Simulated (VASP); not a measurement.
```
RbCl
1.0
    0.00000     3.26867     3.26867
    3.26867     0.00000     3.26867
    3.26867     3.26867     0.00000
Rb Cl
1 1
Cartesian
  0.00000   0.00000   0.00000
  3.26867   3.26867   3.26867
```

Calculation: PBE GGA, VASP's PBE PAW potentials (set 64) (plane waves; VASP). Settings: 300 eV cut-off, 7×7×7 Γ-centred mesh, Fermi-Dirac smearing of 0.010 eV, potentials Rb_sv Cl.

At this cut-off the stress carries a Pulay error, which pulls relaxed volumes low.

Q: What does the run give for the energy per atom (σ→0), pressure, band gap (on the k-mesh) with the smallest direct gap where there is one?

A: 
```json
{
 "band gap (on the k-mesh)": "5.06 eV",
 "smallest direct gap (on the k-mesh)": "5.06 eV",
 "energy per atom (σ→0)": "-3.327 eV/atom",
 "pressure": "1.09 GPa"
}
```

Only differences to runs with the same potentials and settings are physical.

The structure comes from a computed database's RbCl entry; how it stands against other phases isn't given here. The cell was not relaxed at this level.
